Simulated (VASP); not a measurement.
# RbLaMg6 (Amm2) in VASP: a series of runs

The runs below take RbLaMg6 through single point, with LDA, RPBE.

All numbers are computed with VASP 6.6.1; they aren't measurements. Logs are shortened: lines on timing, memory, paths and dates and some standing lists are left out, and cuts for length are marked.

### 1 The structure

It takes space group Amm2 (No. 38, orthorhombic). The conventional cell has a = 5.428 Å, b = 7.231 Å, c = 12.062 Å, α = 90.00°, β = 90.00°, γ = 90.00°. La (site symmetry mm2) is surrounded by 10 Mg at 3.32 to 3.72 Å and 2 Rb at 3.58 Å. Rb (site symmetry mm2) is surrounded by 10 Mg at 3.38 to 3.65 Å and 2 La at 3.58 Å. Mg (site symmetry mm2) is surrounded by 10 Mg at 3.28 to 3.56 Å and 2 Rb at 3.62 Å. Mg (site symmetry m) is surrounded by 2 La at 3.36 Å and 8 Mg at 3.36 to 3.64 Å and 2 Rb at 3.38 to 3.65 Å. Around Mg (site symmetry mm2) lie 10 Mg at 3.36 to 3.55 Å and 2 La at 3.62 Å. Around Mg (site symmetry m) lie 7 Mg at 3.11 to 3.55 Å and 1 La at 3.32 Å and 2 Rb at 3.49 Å.

The cell comes from a database or a generator and needn't be the stable form of this composition.

### 2 Single point, LDA

INCAR

```
PREC = Accurate ; ENCUT = 520
EDIFF = 1E-6 ; ISMEAR = 0
SIGMA = 0.05 ; LREAL = F
LASPH = T ; NELM = 80
ALGO = Normal ; ISIF = 2
LWAVE = F ; LCHARG = F
GGA = CA ; NBANDS = 26
```

KPOINTS

```
regular mesh
0
Gamma
  5 5 5
```

POSCAR

```
RbLaMg6
1.0
    5.4277930000      0.0000000000      0.0000000000
    0.0000000000      3.6155930000      6.0310485000
    0.0000000000     -3.6155930000      6.0310485000
La Rb Mg
1 1 6
Cartesian
    2.7138965000      0.0000000000      4.1325468048
    0.0000000000      0.0000000000      1.7948520957
    0.0000000000      0.0000000000      8.0449000288
    0.0000000000     -1.7965230810      4.9728527923
    0.0000000000      1.7965230810      4.9728527923
    2.7138965000      0.0000000000     10.2054145951
    2.7138965000     -1.5572431363      7.0625146008
    2.7138965000      1.5572431363      7.0625146008
```

Potentials or basis: VASP PAW LDA potentials, release 64 (La, Rb_sv, Mg).

Run with:

```console
cat potpaw_LDA.64/La/POTCAR potpaw_LDA.64/Rb_sv/POTCAR potpaw_LDA.64/Mg/POTCAR > POTCAR
mpirun -np 1 vasp_std > vasp.out
```

OUTCAR:

```text
PREC = Accurate
   ENCUT = 520
   EDIFF = 1E-6
   ISMEAR = 0
   LREAL = F
   LASPH = T
   NELM = 80
   ISIF = 2
   GGA = CA

 ion  position               nearest neighbor table
   1  0.500  0.343  0.343-   7 3.32   8 3.32   4 3.36   5 3.36   4 3.36   5 3.36   2 3.58   2 3.58
                             6 3.62   6 3.62
   2  0.000  0.149  0.149-   4 3.38   5 3.38   7 3.49   8 3.49   7 3.49   8 3.49   1 3.58   1 3.58
                             3 3.62   3 3.62   5 3.65   4 3.65   6 4.55   6 4.55
   3  0.000  0.667  0.667-   7 3.28   8 3.28   7 3.28   8 3.28   6 3.47   6 3.47   4 3.47   5 3.47
                             4 3.56   5 3.56   2 3.62   2 3.62
   4  0.000  0.164  0.661-   1 3.36   1 3.36   6 3.36   6 3.36   2 3.38   7 3.43   7 3.43   3 3.47
                             3 3.56   5 3.59   5 3.64   2 3.65
   5  0.000  0.661  0.164-   1 3.36   1 3.36   6 3.36   6 3.36   2 3.38   8 3.43   8 3.43   3 3.47
                             3 3.56   4 3.59   4 3.64   2 3.65
   6  0.500  0.846  0.846-   4 3.36   5 3.36   4 3.36   5 3.36   3 3.47   3 3.47   8 3.51   7 3.51
                             7 3.55   8 3.55   1 3.62   1 3.62   2 4.55   2 4.55
   7  0.500  0.370  0.801-   8 3.11   3 3.28   3 3.28   1 3.32   4 3.43   4 3.43   2 3.49   2 3.49
                             6 3.51   6 3.55
   8  0.500  0.801  0.370-   7 3.11   3 3.28   3 3.28   1 3.32   5 3.43   5 3.43   2 3.49   2 3.49
                             6 3.51   6 3.55

  LATTYP: Found a base centered orthorhombic cell.
 ALAT       =     7.2311860000
 B/A-ratio  =     1.6680662066
 C/A-ratio  =     0.7506089596

  Lattice vectors:

 A1 = (   0.0000000000,   3.6155930000,  -6.0310485000)
 A2 = (   0.0000000000,   3.6155930000,   6.0310485000)
 A3 = (   5.4277930000,   0.0000000000,   0.0000000000)

Analysis of symmetry for initial positions (statically):
=====================================================================
 Subroutine PRICEL returns:
 Original cell was already a primitive cell.

 Routine SETGRP: Setting up the symmetry group for a
 base centered orthorhombic supercell.

 Subroutine GETGRP returns: Found  4 space group operations
 (whereof  4 operations were pure point group operations)
 out of a pool of  8 trial point group operations.

The static configuration has the point symmetry C_2v.

Analysis of symmetry for dynamics (positions and initial velocities):
=====================================================================
 Subroutine PRICEL returns:
 Original cell was already a primitive cell.

 Routine SETGRP: Setting up the symmetry group for a
 base centered orthorhombic supercell.

 Subroutine GETGRP returns: Found  4 space group operations
 (whereof  4 operations were pure point group operations)
 out of a pool of  8 trial point group operations.

The dynamic configuration has the point symmetry C_2v.

 Subroutine INISYM returns: Found  4 space group operations
 (whereof  4 operations are pure point group operations),
 and found     1 'primitive' translations

----------------------------------------------------------------------------------------

                                     Primitive cell

  volume of cell :     236.7149

  direct lattice vectors                    reciprocal lattice vectors
     5.427793000  0.000000000  0.000000000     0.184236945  0.000000000  0.000000000
     0.000000000  3.615593000  6.031048500     0.000000000  0.138289902  0.082904324
     0.000000000 -3.615593000  6.031048500     0.000000000 -0.138289902  0.082904324

  length of vectors
     5.427793000  7.031789157  7.031789157     0.184236945  0.161236546  0.161236546

  position of ions in fractional coordinates (direct lattice)
     0.500000000  0.342606000  0.342606000
     0.000000000  0.148801000  0.148801000
     0.000000000  0.666957000  0.666957000
     0.000000000  0.163830000  0.660712000
     0.000000000  0.660712000  0.163830000
     0.500000000  0.846073000  0.846073000
     0.500000000  0.370162000  0.800864000
     0.500000000  0.800864000  0.370162000

  ion indices of the primitive-cell ions
   primitive index   ion index
                 1           1
                 2           2
                 3           3
                 4           4
                 5           5
                 6           6
                 7           7
                 8           8

----------------------------------------------------------------------------------------

 KPOINTS: regular mesh

Automatic generation of k-mesh.
 Grid dimensions read from file:
 generate k-points for:    5    5    5

 Generating k-lattice:

  Cartesian coordinates                     Fractional coordinates (reciprocal lattice)
     0.036847389  0.000000000  0.000000000     0.200000000  0.000000000  0.000000000
     0.000000000  0.027657980  0.016580865     0.000000000  0.200000000  0.000000000
     0.000000000 -0.027657980  0.016580865     0.000000000  0.000000000  0.200000000

  Length of vectors
     0.036847389  0.032247309  0.032247309

  Shift w.r.t. Gamma in fractional coordinates (k-lattice)
     0.000000000  0.000000000  0.000000000

 Subroutine IBZKPT returns following result:
 ===========================================

 Found     27 irreducible k-points:

 Following reciprocal coordinates:
            Coordinates               Weight
  0.000000  0.000000  0.000000      1.000000
  0.200000  0.000000  0.000000      2.000000
  0.400000  0.000000  0.000000      2.000000
  0.000000  0.200000 -0.000000      4.000000
  0.200000  0.200000 -0.000000      8.000000
  0.400000  0.200000 -0.000000      8.000000
[... 16 lines left out ...]
  0.200000  0.400000  0.400000      4.000000
  0.400000  0.400000  0.400000      4.000000
 [... further k-points ...]
   k-points           NKPTS =     27   k-points in BZ     NKDIM =     27   number of bands    NBANDS=     26
   number of dos      NEDOS =    301   number of ions     NIONS =      8
   total plane-waves  NPLWV = 116640
   dimension x,y,z NGX =    40 NGY =   54 NGZ =   54
   dimension x,y,z NGXF=    80 NGYF=  108 NGZF=  108
   ions per type =               1   1   6
   NGX,Y,Z   is equivalent  to a cutoff of  12.25, 12.77, 12.77 a.u.
   NGXF,Y,Z  is equivalent  to a cutoff of  24.50, 25.53, 25.53 a.u.
 SYSTEM =  unknown system
[... 10 lines left out ...]
   LREAL  =      F    real-space projection
   EDIFFG = 0.1E-04   stopping-criterion for IOM
   NSW    =      0    number of steps for IOM
   IBRION =     -1    ionic relax: 0-MD 1-quasi-New 2-CG
   NFREE  =      0    steps in history (QN), initial steepest desc. (CG)
   ISIF   =      2    stress and relaxation
   ISYM   =      2    0-nonsym 1-usesym 2-fastsym
   POTIM  = 0.5000    time-step for ionic-motion
   TEBEG  =    0.0;   TEEND  =   0.0 temperature during run
   PSTRESS=    0.0 pullay stress
   NELECT =      32.0000    total number of electrons
   NUPDOWN=      -1.0000    fix difference up-down
   EMIN   =  10.00;   EMAX   =-10.00  energy-range for DOS
   EFERMI =   0.00;   METHOD = LEGACY
   ISMEAR =     0;   SIGMA  =   0.05  broadening in eV -4-tet -1-fermi 0-gaus
   EFERMI_NEDOS =   21; number of points for ismear=-14 and -15
   IALGO  =     38    algorithm
   IMIX   =      4    mixing-type and parameters
     AMIX     =   0.40;   BMIX     =  1.00
     AMIX_MAG =   1.60;   BMIX_MAG =  1.00
  volume/ion in A,a.u.               =      29.59       199.68
  Fermi-wavevector in a.u.,A,eV,Ry     =   0.840201  1.587749  9.604855  0.705937
  Thomas-Fermi vector in A             =   1.954544
   LORBIT       =      0    0 simple, 1 ext, 2 COOP (PROOUT), +10 PAW based schemes
   GGA     = CA    functional components
   LHFCALC =     F    Hartree Fock is set to
   AEXX    =    0.0000 exact exchange contribution
   IVDW    =     0    specifies the selected vdW correction
   LEPSILON=     F    determine dielectric tensor
   LRPA    =     F    only Hartree local field effects (RPA)
 non-spin polarized calculation
 Gauss-broadening in eV      SIGMA  =   0.05
  energy-cutoff  :      520.00
  volume of cell :      236.71
 maximum number of plane-waves:      6405
   NGX = 21   NGY = 27   NGZ = 27

 number of electron      32.0000000 magnetization

 Free energy of the ion-electron system (eV)
  ---------------------------------------------------
  ext. energy  EPLUGINS =         0.00000000
  ---------------------------------------------------
  free energy    TOTEN  =       -15.89938352 eV

  energy without entropy =      -15.88778570  energy(sigma->0) =      -15.89358461

 E-fermi :   2.6219     XC(G=0):  -8.4642

 val. band max:        2.6184567829   @ k =   0.4000   0.2000  -0.0000
 cond. band min:       2.6275936188   @ k =   0.2000   0.4000   0.2000
 fundamental gap:      0.0091368360
 Fermi energy:         2.6218960541

 k-point     1 :       0.0000    0.0000    0.0000
  band No.  band energies     occupation
      1     -30.4096      2.00000
      2     -25.0145      2.00000
      3     -14.2112      2.00000
      4     -14.1720      2.00000
      5     -14.0911      2.00000
      6      -9.3536      2.00000
[... 18 lines left out ...]
     25       3.9850      0.00000
     26       4.0235      0.00000

 k-point     2 :       0.2000    0.0000    0.0000
  band No.  band energies     occupation
      1     -30.4093      2.00000
      2     -25.0146      2.00000
      3     -14.2194      2.00000
      4     -14.1740      2.00000
      5     -14.0899      2.00000
      6      -9.3467      2.00000
[... 18 lines left out ...]
     25       3.9375      0.00000
     26       4.0426      0.00000

 k-point     3 :       0.4000    0.0000    0.0000
  band No.  band energies     occupation
      1     -30.4089      2.00000
      2     -25.0147      2.00000
      3     -14.2320      2.00000
      4     -14.1781      2.00000
      5     -14.0879      2.00000
      6      -9.3586      2.00000
[... 18 lines left out ...]
     25       3.9758      0.00000
     26       4.0276      0.00000

 k-point     4 :       0.0000    0.2000   -0.0000
  band No.  band energies     occupation
      1     -30.4096      2.00000
      2     -25.0145      2.00000
      3     -14.2111      2.00000
      4     -14.1724      2.00000
      5     -14.0918      2.00000
      6      -9.3555      2.00000
[... 18 lines left out ...]
     25       3.9837      0.00000
     26       4.0692      0.00000
[... 496 lines left out ...]
      1     -30.4096      2.00000
      2     -25.0145      2.00000
      3     -14.2109      2.00000
      4     -14.1740      2.00000
      5     -14.0921      2.00000
      6      -9.3644      2.00000
[... 18 lines left out ...]
     25       3.9892      0.00000
     26       4.0615      0.00000

 k-point    23 :       0.2000    0.4000    0.4000
  band No.  band energies     occupation
      1     -30.4093      2.00000
      2     -25.0145      2.00000
      3     -14.2195      2.00000
      4     -14.1764      2.00000
      5     -14.0908      2.00000
      6      -9.3551      2.00000
[... 18 lines left out ...]
     25       3.9654      0.00000
     26       4.2067      0.00000

 k-point    24 :       0.4000    0.4000    0.4000
  band No.  band energies     occupation
      1     -30.4089      2.00000
      2     -25.0147      2.00000
      3     -14.2325      2.00000
      4     -14.1810      2.00000
      5     -14.0888      2.00000
      6      -9.3546      2.00000
[... 18 lines left out ...]
     25       3.9590      0.00000
     26       3.9951      0.00000

 [... further k-points ...]

------------------------ aborting loop because EDIFF is reached ----------------------------------------

  FORCE on cell =-STRESS in cart. coord.  units (eV):
  Direction    XX          YY          ZZ          XY          YZ          ZX
  --------------------------------------------------------------------------------------
  -------------------------------------------------------------------------------------
  Total       -3.3037174     -3.1285639     -3.2792517      0.0000000      0.0000000      0.0000000
  in kB      -22.3608263    -21.1753201    -22.1952327      0.0000000      0.0000000      0.0000000
  external PRESSURE =     -21.9104597 kB  Pullay stress =       0.0000000 kB

 VOLUME and BASIS-vectors are now :
 -----------------------------------------------------------------------------
  energy-cutoff  :      520.00
  volume of cell :      236.71
      direct lattice vectors                 reciprocal lattice vectors
     5.427793000  0.000000000  0.000000000     0.184236945  0.000000000  0.000000000
     0.000000000  3.615593000  6.031048500     0.000000000  0.138289902  0.082904324
     0.000000000 -3.615593000  6.031048500     0.000000000 -0.138289902  0.082904324

 POSITION                                       TOTAL-FORCE (eV/Angst)
 -----------------------------------------------------------------------------------
      2.71390      0.00000      4.13255         0.000000      0.000000      0.074525
      0.00000      0.00000      1.79485         0.000000      0.000000     -0.020648
      0.00000      0.00000      8.04490         0.000000      0.000000      0.022763
      0.00000     -1.79652      4.97285         0.000000      0.066654     -0.077180
      0.00000      1.79652      4.97285         0.000000     -0.066654     -0.077180
      2.71390      0.00000     10.20541         0.000000      0.000000      0.054932
      2.71390     -1.55724      7.06251         0.000000     -0.005496      0.011394
      2.71390      1.55724      7.06251         0.000000      0.005496      0.011394
 -----------------------------------------------------------------------------------
    total drift:                                0.000000     -0.000000     -0.000017

  FREE ENERGIE OF THE ION-ELECTRON SYSTEM (eV)
  ---------------------------------------------------
  free  energy   TOTEN  =       -15.8993835198 eV

  energy  without entropy=      -15.8877857041  energy(sigma->0) =      -15.89358461
```

It took 3 min on 1 thread of Intel Xeon Platinum 8559C (Emerald Rapids), shared host; peak memory 0.39 GiB.

Results:

```
Free energy            : -15.8994 eV
Pressure               : -2.2 GPa
Largest force          : 0.102 eV/Å
Band gap on the k mesh : none (metal or under the smearing width)
```

Forces on the atoms (eV/Å):
```
La   0.000  0.000  0.075
Rb   0.000  0.000 -0.021
Mg   0.000  0.000  0.023
Mg   0.000  0.067 -0.077
Mg   0.000 -0.067 -0.077
Mg   0.000  0.000  0.055
Mg   0.000 -0.005  0.011
Mg   0.000  0.005  0.011
```

Levels at points of the mesh, in eV from the Fermi level:
| k point | band 12 | band 13 | band 14 | band 15 | band 16 | band 17 | band 18 | band 19 | band 20 | band 21 |
| --- | --- | --- | --- | --- | --- | --- | --- | --- | --- | --- |
| (0.00, 0.00, 0.00) | -1.96 | -1.56 | -1.19 | -0.60 | -0.01 | 0.27 | 0.35 | 1.00 | 1.06 | 1.14 |

### 3 Single point, LDA

run.py

```python
from ase.calculators.vasp import Vasp
from ase.dft.bandgap import bandgap
from ase.io import read

atoms = read('POSCAR')
calc = Vasp(
    directory='calc',
    xc='lda',
    pp='LDA',
    setups='recommended',
    prec='Accurate',
    encut=520,
    ediff=1e-06,
    ismear=0,
    sigma=0.05,
    lreal=False,
    lasph=True,
    nelm=60,
    algo='Normal',
    isif=2,
    lwave=False,
    lcharg=False,
    kpts=[5, 5, 5],
    gamma=True,
)
atoms.calc = calc

print('energy (eV):', atoms.get_potential_energy())
print('free energy (eV):', atoms.get_potential_energy(force_consistent=True))
print('forces (eV/A):')
print(atoms.get_forces())
print('stress (eV/A^3, Voigt):', atoms.get_stress())
print('Fermi level (eV):', calc.get_fermi_level())
gap, top, bottom = bandgap(calc)
print('band gap (eV):', gap, 'from (spin, k, band)', top, 'to', bottom)
```

POSCAR

```
RbLaMg6
1.0
    5.4277930000      0.0000000000      0.0000000000
    0.0000000000      3.6155930000      6.0310485000
    0.0000000000     -3.6155930000      6.0310485000
La Rb Mg
1 1 6
Direct
    0.5000000000      0.3426060000      0.3426060000
    0.0000000000      0.1488010000      0.1488010000
    0.0000000000      0.6669570000      0.6669570000
    0.0000000000      0.1638300000      0.6607120000
    0.0000000000      0.6607120000      0.1638300000
    0.5000000000      0.8460730000      0.8460730000
    0.5000000000      0.3701620000      0.8008640000
    0.5000000000      0.8008640000      0.3701620000
```

Potentials or basis: VASP PAW LDA potentials, release 64 (La, Rb_sv, Mg).

Run with:

```console
python run.py
```

Wall time 2.6 min (1 thread of Intel Xeon Platinum 8559C (Emerald Rapids), shared host); peak memory 0.37 GiB.

Results (log left out):

```yaml
Free_energy: -15.8994 eV
Pressure: -2.2 GPa
Largest_force: 0.102 eV/Å
Band_gap_on_the_k_mesh: none (metal or under the smearing width)
```

Forces on the atoms (eV/Å):
```
La   0.000  0.000  0.074
Rb   0.000  0.000 -0.021
Mg   0.000  0.000  0.023
Mg   0.000  0.067 -0.077
Mg   0.000 -0.067 -0.077
Mg   0.000  0.000  0.055
Mg   0.000 -0.006  0.011
Mg   0.000  0.006  0.011
```

Stress tensor (GPa, compression positive):
```
-2.24  0.00  0.00
 0.00 -2.12  0.00
 0.00  0.00 -2.22
```

Levels at points of the mesh, in eV from the Fermi level:
| k point | band 12 | band 13 | band 14 | band 15 | band 16 | band 17 | band 18 | band 19 | band 20 | band 21 |
| --- | --- | --- | --- | --- | --- | --- | --- | --- | --- | --- |
| (0.00, 0.00, 0.00) | -1.96 | -1.56 | -1.19 | -0.60 | -0.01 | 0.27 | 0.35 | 1.00 | 1.07 | 1.15 |

The run has no spin-orbit coupling, so splittings on La are missing.

### 4 Single point, RPBE

run.py

```python
from ase.calculators.vasp import Vasp
from ase.dft.bandgap import bandgap
from ase.spacegroup import crystal

atoms = crystal(
    ['La', 'Rb', 'Mg', 'Mg', 'Mg', 'Mg'],
    basis=[[0.5, 0.5, 0.842606], [0.0, 0.5, 0.648801], [0.0, 0.5, 0.166957], [0.0, 0.251559, 0.912271], [0.5, 0.5, 0.346073], [0.5, 0.284649, 0.085513]],
    spacegroup=38,
    setting=1,
    cellpar=[5.427793, 7.231186, 12.062097, 90.0, 90.0, 90.0],
    primitive_cell=True,
)
calc = Vasp(
    directory='calc',
    xc='rpbe',
    pp='PBE',
    setups='materialsproject',
    prec='Accurate',
    encut=520,
    ediff=1e-06,
    ismear=1,
    sigma=0.1,
    lreal=False,
    lasph=True,
    nelm=100,
    algo='Normal',
    isif=2,
    lwave=False,
    lcharg=False,
    addgrid=True,
    amix=0.2,
    bmix=0.0001,
    amix_mag=0.8,
    bmix_mag=0.0001,
    kpts=[5, 5, 5],
    gamma=True,
    nbands=44,
)
atoms.calc = calc

print('energy (eV):', atoms.get_potential_energy())
print('free energy (eV):', atoms.get_potential_energy(force_consistent=True))
print('forces (eV/A):')
print(atoms.get_forces())
print('stress (eV/A^3, Voigt):', atoms.get_stress())
print('Fermi level (eV):', calc.get_fermi_level())
gap, top, bottom = bandgap(calc)
print('band gap (eV):', gap, 'from (spin, k, band)', top, 'to', bottom)
```

Potentials or basis: VASP PAW PBE potentials, release 64 (La, Rb_sv, Mg_pv).

Run with:

```console
python run.py
```

It took 5.3 min on 1 thread of Intel Xeon Platinum 8559C (Emerald Rapids), shared host; peak memory 0.71 GiB.

It converged, with:

| Item | Value |
| --- | --- |
| Free energy | -11.5669 eV |
| Pressure | 0.9 GPa |
| Largest force | 0.079 eV/Å |
| Band gap on the k mesh | none (metal or under the smearing width) |

Forces in eV/Å, atoms in the order of the input:
```
La   0.000  0.000 -0.001
Rb   0.000  0.000 -0.079
Mg   0.000 -0.007 -0.035
Mg   0.000  0.007 -0.035
Mg   0.000  0.000  0.043
Mg   0.000  0.000  0.055
Mg   0.000 -0.034  0.027
Mg   0.000  0.034  0.027
```

Stress tensor (GPa, compression positive):
```
0.94 0.00 0.00
0.00 1.03 0.00
0.00 0.00 0.71
```

Levels at points of the mesh, in eV from the Fermi level:
```csv
k point,band 31,band 32,band 33,band 34,band 35,band 36,band 37,band 38
"(0.00, 0.00, 0.00)",-1.56,-1.19,-0.63,-0.01,0.28,0.41,1.05,1.18
```

Caveat: the PAW data sets were made with another functional, which shifts forces and pressure a little.
